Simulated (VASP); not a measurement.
Given:

```
CELL_PARAMETERS angstrom
      3.74361     0.00000     0.00000
      0.00000     3.74361     0.00000
      0.00000     0.00000     3.74361
ATOMIC_POSITIONS crystal
  La 0.00000 0.00000 0.00000
  As 0.50000 0.50000 0.50000
```

All values below come from PBE GGA, VASP's PBE PAW potentials (set 64) (plane waves; VASP). Numerical set-up: 400 eV cut-off, Gaussian smearing of 0.050 eV, potentials La As.

### Question
Give the energies of bands 6 to 11 at the high-symmetry points, in eV from the Fermi level.

### Answer

| band | Γ | X | M | R |
|---|---|---|---|---|
| 6 | -0.73 | -4.10 | -1.89 | -3.81 |
| 7 | -0.73 | -0.84 | -1.89 | -3.81 |
| 8 | 0.20 | -0.84 | 0.01 | -3.81 |
| 9 | 0.20 | 0.17 | 0.41 | 2.10 |
| 10 | 0.20 | 1.58 | 2.02 | 2.10 |
| 11 | 2.09 | 1.96 | 2.02 | 2.10 |

It has no gap at this level: it comes out as a metal or semimetal.

The structure was generated: LaAs was put into the CsCl type type (Pm-3m), which need not be its known phase. It was relaxed first, which changed the volume by -31 %.
